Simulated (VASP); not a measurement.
## A slab model of Li(100)

How does Li(100) behave as a surface?

Program: VASP 6.6.1. Level of theory: LDA; plane waves and PAW (Li). Results are calculated unless marked as measured.

## Step 1: Set-up

The cell holds 7 atoms: 7 Li. Its edges and angles: a = 3.490 Å, b = 3.490 Å, c = 28.470 Å, α = 90.0°, β = 90.0°, γ = 90.0°. Vacuum lies along c.

Coordinates:

```
Li
1.0
     3.49000    0.00000    0.00000
     0.00000    3.49000    0.00000
     0.00000    0.00000   28.47000
Li
7
Direct
  0.00000 0.00000 0.31612
  0.50000 0.50000 0.37741
  0.00000 0.00000 0.43871
  0.50000 0.50000 0.50000
  0.00000 0.00000 0.56129
  0.50000 0.50000 0.62259
  0.00000 0.00000 0.68388
```

## Step 2: Vacuum level and density of states

A static run writes the electrostatic potential without exchange and correlation (LVHAR), which is flat in the vacuum and gives the level to count from. The dipole correction cancels the field that unlike faces would set up across the vacuum.

Contents of INCAR:

```
SYSTEM = Li
PREC = Normal
ENCUT = 300
EDIFF = 1E-06
NELM = 120
ISMEAR = -1
SIGMA = 0.1
LREAL = .FALSE.
ALGO = Fast
GGA = CA
NBANDS = 21
LORBIT = 11
LWAVE = .FALSE.
LCHARG = .TRUE.
IDIPOL = 3
LDIPOL = .TRUE.
DIPOL = 0.5 0.5 0.5
LVHAR = .TRUE.
LVACPOTAV = .TRUE.
LELF = .TRUE.
NEDOS = 1500
```

Contents of POSCAR:

```
Li
1.0
    3.4900000000      0.0000000000      0.0000000000
    0.0000000000      3.4900000000      0.0000000000
    0.0000000000      0.0000000000     28.4700000000
Li
7
Direct
    0.0000000000      0.0000000000      0.3161222339
    0.5000000000      0.5000000000      0.3774148226
    0.0000000000      0.0000000000      0.4387074113
    0.5000000000      0.5000000000      0.5000000000
    0.0000000000      0.0000000000      0.5612925887
    0.5000000000      0.5000000000      0.6225851774
    0.0000000000      0.0000000000      0.6838777661
```

Contents of KPOINTS:

```
Automatic mesh
0
Gamma
12 12 1
0 0 0
```

Contents of KPOINTS_OPT:

```
Line mode
14
Line-mode
Reciprocal
  0.50000000   0.50000000   0.00000000 M
  0.00000000   0.00000000   0.00000000 GAMMA

  0.00000000   0.00000000   0.00000000 GAMMA
  0.00000000   0.50000000   0.00000000 X

  0.00000000   0.50000000   0.00000000 X
  0.50000000   0.50000000   0.00000000 M
```

The projector-augmented-wave data sets are Li (LDA family, release 64).

On the command line:

```bash
mpirun -np 2 vasp_std
```

The program printed:

```text
[banner, memory and clock lines left out]
running    2 mpi-ranks, on    1 nodes
 distrk:  each k-point on    2 cores,    1 groups
 distr:  one band on    1 cores,    2 groups

 POSCAR found type information on POSCAR Li
 POSCAR found :  1 types and       7 ions
 LDA part: xc-table for (Slater(with rela. corr.)+CA(PZ))
 , standard interpolation
|                                                                             |
|           W    W    AA    RRRRR   N    N  II  N    N   GGGG   !!!           |
|           W    W   A  A   R    R  NN   N  II  NN   N  G    G  !!!           |
|           W    W  A    A  R    R  N N  N  II  N N  N  G       !!!           |
|           W WW W  AAAAAA  RRRRR   N  N N  II  N  N N  G  GGG   !            |
|           WW  WW  A    A  R   R   N   NN  II  N   NN  G    G                |
|           W    W  A    A  R    R  N    N  II  N    N   GGGG   !!!           |
|                                                                             |
|     The number of bands has been changed from the values supplied in        |
|     The orbitals not found in the WAVECAR file will be initialized with     |
|     random numbers, which is usually adequate. For correlated               |
|     calculations, however, you should redo the groundstate calculation.     |
|     I found NBANDS = 21. Now, NBANDS = 22.                                  |
|                                                                             |

 POSCAR, INCAR and KPOINTS ok, starting setup
 FFT: planning ... GRIDC
 FFT: planning ... GRID_SOFT
 FFT: planning ... GRID
 WAVECAR not read
 entering main loop
       N       E                     dE             d eps       ncg     rms          rms(c)
DAV:   1    -0.673963619598E+01   -0.67396E+01   -0.11916E+03  1232   0.114E+02
DAV:   2    -0.144437005367E+02   -0.77041E+01   -0.73992E+01  1630   0.247E+01
DAV:   3    -0.148288348528E+02   -0.38513E+00   -0.38032E+00  1604   0.460E+00
DAV:   4    -0.148449583975E+02   -0.16124E-01   -0.16115E-01  1662   0.975E-01
DAV:   5    -0.148460069025E+02   -0.10485E-02   -0.10485E-02  1792   0.250E-01    0.167E+00
RMM:   6    -0.138914015311E+02    0.95461E+00   -0.83100E-02  1436   0.444E-01    0.140E+00
RMM:   7    -0.136361089018E+02    0.25529E+00   -0.13486E-02  1363   0.206E-01    0.567E-01
RMM:   8    -0.135309327398E+02    0.10518E+00   -0.28902E-02  1614   0.271E-01    0.463E-01
RMM:   9    -0.135420599430E+02   -0.11127E-01   -0.66605E-03  1414   0.132E-01    0.277E-01
RMM:  10    -0.134988296945E+02    0.43230E-01   -0.49673E-03  1550   0.115E-01    0.106E-01
RMM:  11    -0.134993686558E+02   -0.53896E-03   -0.72781E-04  1546   0.551E-02    0.445E-02
RMM:  12    -0.134998281224E+02   -0.45947E-03   -0.69860E-04  1583   0.447E-02    0.287E-02
RMM:  13    -0.135009823087E+02   -0.11542E-02   -0.24277E-04  1546   0.259E-02    0.166E-02
RMM:  14    -0.135012264633E+02   -0.24415E-03   -0.40927E-05  1517   0.136E-02    0.630E-03
RMM:  15    -0.135014659003E+02   -0.23944E-03   -0.39653E-05  1734   0.926E-03    0.282E-03
RMM:  16    -0.135014773542E+02   -0.11454E-04   -0.67588E-06  1519   0.547E-03    0.213E-03
RMM:  17    -0.135015071006E+02   -0.29746E-04   -0.85144E-06  1665   0.354E-03    0.684E-04
RMM:  18    -0.135015186884E+02   -0.11588E-04   -0.82887E-07  1485   0.186E-03    0.708E-04
RMM:  19    -0.135015446994E+02   -0.26011E-04   -0.12042E-06  1559   0.150E-03    0.280E-04
RMM:  20    -0.135015466288E+02   -0.19294E-05   -0.16077E-07  1328   0.816E-04    0.179E-04
RMM:  21    -0.135015483684E+02   -0.17395E-05   -0.94890E-08  1334   0.485E-04    0.951E-05
RMM:  22    -0.135015483924E+02   -0.23983E-07   -0.14114E-08  1101   0.344E-04
|                                                                             |
|           W    W    AA    RRRRR   N    N  II  N    N   GGGG   !!!           |
|           W    W   A  A   R    R  NN   N  II  NN   N  G    G  !!!           |
|           W    W  A    A  R    R  N N  N  II  N N  N  G       !!!           |
|           W WW W  AAAAAA  RRRRR   N  N N  II  N  N N  G  GGG   !            |
|           WW  WW  A    A  R   R   N   NN  II  N   NN  G    G                |
|           W    W  A    A  R    R  N    N  II  N    N   GGGG   !!!           |
|                                                                             |
|     Did not find any points to average over, which means that no vacuum     |
|     field-free region was found. Please increase the size of  your cell     |
|     in the dimension of the dipole correction to obtain accurate            |
|     workfunction values.                                                    |
|                                                                             |

   1 F= -.13501548E+02 E0= -.13437982E+02  d E =-.127132E+00
 Start KPOINTS_OPT (optional k-point list driver)
k-point batch [1-28\42]
       N       E                     dE             ncg
DAV:   1    -0.400816877370E+03   -0.26732E+04     1232
DAV:   2    -0.563839138996E+03   -0.16302E+03     1672
DAV:   3    -0.571867332834E+03   -0.80282E+01     1570
DAV:   4    -0.572031584756E+03   -0.16425E+00     1536
DAV:   5    -0.572036351496E+03   -0.47667E-02     1566
DAV:   6    -0.572036592524E+03   -0.24103E-03     1664
DAV:   7    -0.572036601227E+03   -0.87025E-05     1514
DAV:   8    -0.572036601598E+03   -0.37130E-06     1082
k-point batch [29-42\42]
       N       E                     dE             ncg
DAV:   1     0.777823416790E+03   -0.24076E+04      616
DAV:   2     0.667541557391E+03   -0.11028E+03      840
DAV:   3     0.661573229291E+03   -0.59683E+01      810
DAV:   4     0.661463599268E+03   -0.10963E+00      754
DAV:   5     0.661460969228E+03   -0.26300E-02      820
DAV:   6     0.661460860486E+03   -0.10874E-03      774
DAV:   7     0.661460855146E+03   -0.53407E-05      828
DAV:   8     0.661460854918E+03   -0.22798E-06      532
```

Run time: 35 s. Hardware: 2 MPI ranks of Intel Xeon Platinum 8488C (Sapphire Rapids), shared host; peak memory 0.37 GiB.

The logs omit lines about the potential files and the build; timing stands in the text.

Parts of OUTCAR (step 2):

```text
ion  position               nearest neighbor table
   1  0.000  0.000  0.316-   2 3.02   2 3.02   2 3.02   2 3.02
   2  0.500  0.500  0.377-   1 3.02   3 3.02   1 3.02   3 3.02   1 3.02   3 3.02   1 3.02   3 3.02

  LATTYP: Found a simple tetragonal cell.
 ALAT       =     3.4900000000
 C/A-ratio  =     8.1575931232

 Subroutine GETGRP returns: Found 16 space group operations
 (whereof 16 operations were pure point group operations)

The static configuration has the point symmetry D_4h.

 Found     28 irreducible k-points:

   k-points           NKPTS =     28   k-points in BZ     NKDIM =     28   number of bands    NBANDS=     22

   dimension x,y,z NGX =    16 NGY =   16 NGZ =  126
   dimension x,y,z NGXF=    32 NGYF=   32 NGZF=  252

   ENCUT  =  300.0 eV  22.05 Ry    4.70 a.u.   4.93  4.93 40.21*2*pi/ulx,y,z

   NELECT =       7.0000    total number of electrons

 k-points in reciprocal lattice and weights: Automatic mesh
   0.00000000  0.00000000  0.00000000       0.007
   0.08333333  0.00000000  0.00000000       0.028
   0.16666667  0.00000000  0.00000000       0.028
   0.25000000  0.00000000  0.00000000       0.028
   0.33333333  0.00000000  0.00000000       0.028
   0.41666667  0.00000000  0.00000000       0.028
   0.50000000  0.00000000  0.00000000       0.014
   0.08333333  0.08333333  0.00000000       0.028
   0.16666667  0.08333333  0.00000000       0.056
[...]
0.50000000  0.41666667  0.00000000       0.028
   0.50000000  0.50000000  0.00000000       0.007

 dipolmoment           0.000000      0.000000     -0.000000 electrons x Angstroem

 average (electrostatic) potential at core
       1 -34.2756       2 -33.5417       3 -33.5425       4 -33.5238       5 -33.5425
       6 -33.5417       7 -34.2756

 E-fermi :  -1.5225

 k-point     1 :       0.0000    0.0000    0.0000
  band No.  band energies     occupation
      1      -4.8475      2.00000
      2      -4.4431      2.00000
      3      -3.7400      2.00000
      4      -2.8007      1.99999
      5      -1.7851      1.86503
      6      -0.7839      0.00124
      7       0.3193      0.00000
      8       1.3618      0.00000
      9       1.5316      0.00000
     10       2.4306      0.00000
    ...

 k-point     2 :       0.0833    0.0000    0.0000
  band No.  band energies     occupation
      1      -4.7835      2.00000
      2      -4.3792      2.00000
      3      -3.6762      2.00000
      4      -2.7367      1.99999
      5      -1.7198      1.75595
      6      -0.7178      0.00064
      7       0.3823      0.00000
      8       1.4230      0.00000
      9       1.6099      0.00000
     10       2.4855      0.00000
    ...

 k-point     3 :       0.1667    0.0000    0.0000
  band No.  band energies     occupation
      1      -4.5913      2.00000
      2      -4.1875      2.00000
      3      -3.4854      2.00000
      4      -2.5471      1.99993
      5      -1.5307      1.04102
      6      -0.5337      0.00010
      7       0.5406      0.00000
      8       1.5186      0.00000
      9       1.6802      0.00000
     10       1.9918      0.00000
    ...

  Total       -1.7914050     -1.7914050     -0.8939107      0.0000000      0.0000000      0.0000000
  in kB       -8.2768682     -8.2768682     -4.1301555      0.0000000      0.0000000      0.0000000
  external PRESSURE =      -6.8946306 kB  Pullay stress =       0.0000000 kB

  energy-cutoff  :      300.00
  volume of cell :      346.77
      direct lattice vectors                 reciprocal lattice vectors
     3.490000000  0.000000000  0.000000000     0.286532951  0.000000000  0.000000000
     0.000000000  3.490000000  0.000000000     0.000000000  0.286532951  0.000000000
     0.000000000  0.000000000 28.470000000     0.000000000  0.000000000  0.035124693

 POSITION                                       TOTAL-FORCE (eV/Angst)
 -----------------------------------------------------------------------------------
      0.00000      0.00000      9.00000         0.000000     -0.000000      0.035853
      1.74500      1.74500     10.74500        -0.000000      0.000000      0.083446
      0.00000      0.00000     12.49000         0.000000      0.000000     -0.018450
      1.74500      1.74500     14.23500        -0.000000      0.000000     -0.000000
      0.00000      0.00000     15.98000        -0.000000      0.000000      0.018450
      1.74500      1.74500     17.72500        -0.000000      0.000000     -0.083446
      0.00000      0.00000     19.47000        -0.000000     -0.000000     -0.035853
 -----------------------------------------------------------------------------------
    total drift:                               -0.000000     -0.000000     -0.000000

  FREE ENERGIE OF THE ION-ELECTRON SYSTEM (eV)
  ---------------------------------------------------
  free  energy   TOTEN  =       -13.5015483924 eV

  energy  without entropy=      -13.3744159447  energy(sigma->0) =      -13.43798217

 vacuum level on the upper side and lower side of the slab         1.598         1.598

 total charge
# of ion       s       p       d       tot
------------------------------------------
    1        0.106   0.070   0.000   0.176
    2        0.110   0.113   0.000   0.223
    3        0.111   0.108   0.000   0.219
    4        0.110   0.110   0.000   0.221
    5        0.111   0.108   0.000   0.219
    6        0.110   0.113   0.000   0.223
    7        0.106   0.070   0.000   0.176
--------------------------------------------------
tot          0.765   0.692   0.000   1.457

[... 3 further parts left out ...]
```

This run has no spin polarisation. Its electron count is odd, so without a moment it is a metal by construction.

This step gave:

```yaml
electronic_cycles: 22
electrons: 7
free_energy_toten: -13.50 eV
energy_at_zero_smearing: -13.44 eV
fermi_energy: -1.522 eV
labelled_metallic_from_the_levels_on_this_mesh: yes
dos_at_the_fermi_level: 3.897 states/eV/cell
dipole_moment: 0, 0, 0 e·Å
vacuum_levels: 1.598, 1.598 eV
work_functions_of_the_upper_and_lower_face: 3.120, 3.120 eV
```

The electronic bands at the labelled points (eV, zero at the Fermi level; # counts the bands kept):

| point | #1 | #2 | #3 | #4 | #5 | #6 | #7 | #8 |
| --- | --- | --- | --- | --- | --- | --- | --- | --- |
| M | 0.41 | 0.41 | 0.92 | 0.92 | 1.81 | 1.81 | 3.08 | 3.08 |
| 0.46 of the way | -1.99 | -1.58 | -0.88 | 0.07 | 1.08 | 1.68 | 2.04 | 2.19 |
| Γ | -3.33 | -2.92 | -2.22 | -1.28 | -0.26 | 0.74 | 1.84 | 2.88 |
| 0.46 of the way | -2.83 | -2.43 | -1.73 | -0.80 | 0.20 | 1.16 | 2.02 | 2.58 |
| X | -1.01 | -0.97 | -0.68 | -0.58 | -0.14 | 0.01 | 0.30 | 2.26 |
| 0.46 of the way | -0.56 | -0.53 | -0.19 | -0.10 | 0.43 | 0.55 | 0.94 | 2.59 |
| M | 0.41 | 0.41 | 0.92 | 0.92 | 1.81 | 1.81 | 3.08 | 3.08 |

The density of states has structure finer than the step of the table below, so its rows give means over 0.5 eV, whole bins alone (the curve runs from -4.31 to 7.94 eV). Peaks (eV: height): total 0.32: 4.42, 2.54: 5.01, 5.10: 6.73, 6.11: 8.70; Li s -1.13: 0.279, 2.44: 0.256, 3.99: 0.342, 5.05: 0.288, 6.06: 0.415; Li p 0.37: 0.778, 2.59: 0.662, 5.05: 0.786, 6.11: 1.09, 7.46: 0.699.

Means over bins of 0.049 eV. Table of density of states by energy, zero at the Fermi level; means over each step; values in states/eV/cell:

| energy (eV) | total | Li s | Li p |
| --- | --- | --- | --- |
| -4.0 | 0.00206 | 3.7e-4 | 0 |
| -3.5 | 0.158 | 0.0284 | 0.00199 |
| -3.0 | 0.874 | 0.148 | 0.0234 |
| -2.5 | 1.41 | 0.216 | 0.0672 |
| -2.0 | 1.90 | 0.259 | 0.131 |
| -1.5 | 2.16 | 0.256 | 0.197 |
| -1.0 | 2.69 | 0.269 | 0.296 |
| -0.5 | 2.92 | 0.232 | 0.391 |
| 0.0 | 3.82 | 0.212 | 0.598 |
| 0.5 | 4.10 | 0.131 | 0.744 |
| 1.0 | 3.80 | 0.0841 | 0.712 |
| 1.5 | 2.08 | 0.0259 | 0.405 |
| 2.0 | 2.29 | 0.0710 | 0.364 |
| 2.5 | 4.43 | 0.215 | 0.571 |
| 3.0 | 3.14 | 0.107 | 0.433 |
| 3.5 | 4.28 | 0.237 | 0.500 |
| 4.0 | 5.86 | 0.312 | 0.630 |
| 4.5 | 5.64 | 0.211 | 0.619 |
| 5.0 | 6.23 | 0.251 | 0.738 |
| 5.5 | 5.01 | 0.168 | 0.612 |
| 6.0 | 7.37 | 0.352 | 0.937 |
| 6.5 | 4.92 | 0.308 | 0.658 |
| 7.0 | 4.02 | 0.215 | 0.664 |
| 7.5 | 3.57 | 0.195 | 0.652 |

The planar average of the electrostatic potential oscillates, so the rows of the table below give means over windows of 1.7 Å about each position, cut where the curve ends. Its maxima inside the range that stand out by 2 % of the span (Å: eV): 9.9: 0.809, 11.6: 0.902, 13.3: 0.922, 15.1: 0.922, 16.8: 0.902, 18.5: 0.809. Its minima: 9.0: -2.00, 10.7: -1.60, 12.5: -1.59, 14.2: -1.62, 15.9: -1.59, 17.7: -1.60, 19.4: -2.00.

Zero at the Fermi level. Planar average of the electrostatic potential against height; means over each step:

height (Å), planar average of the electrostatic potential (eV) and a bar from the least value:
```
     0.85       3.12 ##############################
     2.55       3.12 ##############################
     4.25       3.12 ##############################
     5.95       3.06 ##############################
     7.65       1.98 #####################
     9.35      -0.62 
    11.05      -0.38 ##
    12.75      -0.38 ##
    14.45      -0.38 ##
    16.15      -0.39 ##
    17.85      -0.40 ##
    19.55      -0.59 
    21.25       2.56 #########################
    22.95       3.09 ##############################
    24.65       3.12 ##############################
    26.35       3.12 ##############################
    28.05       3.12 ##############################
```

Density of states in the PAW spheres, an atom over height of the layer and energy from the Fermi level.

Values in states/eV, 22 rows by 7 columns, each cell a mean:
```
0.127 0.134 0.130 0.126 0.130 0.134 0.127
0.106 0.116 0.124 0.125 0.124 0.116 0.106
0.085 0.095 0.093 0.092 0.093 0.095 0.085
0.078 0.090 0.089 0.090 0.089 0.090 0.078
0.070 0.082 0.076 0.078 0.076 0.082 0.070
0.054 0.069 0.065 0.069 0.065 0.069 0.054
0.048 0.064 0.058 0.060 0.058 0.064 0.048
0.033 0.053 0.050 0.046 0.050 0.053 0.033
0.022 0.041 0.041 0.036 0.041 0.041 0.022
0.009 0.020 0.025 0.026 0.025 0.020 0.009
0.002 0.004 0.006 0.007 0.006 0.004 0.002
0.000 0.000 0.000 0.000 0.000 0.000 0.000
0.000 0.000 0.000 0.000 0.000 0.000 0.000
0.000 0.000 0.000 0.000 0.000 0.000 0.000
0.000 0.000 0.000 0.000 0.000 0.000 0.000
0.000 0.000 0.000 0.000 0.000 0.000 0.000
0.000 0.000 0.000 0.000 0.000 0.000 0.000
0.000 0.000 0.000 0.000 0.000 0.000 0.000
0.000 0.000 0.000 0.000 0.000 0.000 0.000
0.000 0.000 0.000 0.000 0.000 0.000 0.000
0.000 0.000 0.000 0.000 0.000 0.000 0.000
0.000 0.000 0.000 0.000 0.000 0.000 0.000
```
Columns: height of the layer (Å) from 9 to 19.5; rows upwards: energy from the Fermi level (eV) from -7.9 to 0.5.

Force by atom:

| atom | x (eV/Å) | y (eV/Å) | z (eV/Å) | size |
| --- | --- | --- | --- | --- |
| Li1 | 0.0000 | 0.0000 | 0.0359 | 0.0359 |
| Li2 | 0.0000 | 0.0000 | 0.0834 | 0.0834 |
| Li3 | 0.0000 | 0.0000 | -0.0185 | 0.0185 |
| Li4 | 0.0000 | 0.0000 | 0.0000 | 0.0000 |
| Li5 | 0.0000 | 0.0000 | 0.0185 | 0.0185 |
| Li6 | 0.0000 | 0.0000 | -0.0834 | 0.0834 |
| Li7 | 0.0000 | 0.0000 | -0.0359 | 0.0359 |

(Part 1 of 2 ends here.)

[Lines on the potential files, build, host, timing and source positions are cut from VASP's logs without a mark.]

[Logs are printed without paths, hosts, clocks, repeated set-up lines and the standing remarks that a program may print on its own settings, such as how far it seeks lower states.]

[Hosts, paths, dates, database ids (printed as entryN), source tags and the programs' standing remarks are cut or masked in the printed files.]

[In band tables of VASP the shares of atoms and orbitals are scaled to a sum of 1 inside the atoms' spheres.]

[Runs that stopped without an error message from VASP are left out.]
